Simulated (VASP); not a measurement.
Input:

```
SnTe
1.0
    0.00000     3.11332     3.11332
    3.11332     0.00000     3.11332
    3.11332     3.11332     0.00000
Sn Te
1 1
Direct
  0.00000   0.00000   0.00000
  0.50000   0.50000   0.50000
```

Calculation: optB86b-vdW, VASP's PBE PAW potentials (set 64) (plane waves; VASP 6.6.1). Run with 520 eV cut-off, 7×7×7 Γ-centred mesh, Gaussian smearing of 0.050 eV, potentials Sn_d Te.

Give the stress tensor in GPa (positive for a compressed cell).

```
3.08  0.00  0.00
0.00  3.08  0.00
0.00  0.00  3.08
```
The pressure is its mean diagonal, 3.08 GPa.

The compound is SnTe in the rock salt structure, which distorts at low temperature. This cell is one point of a volume scan, at 0.94 of the reference volume.
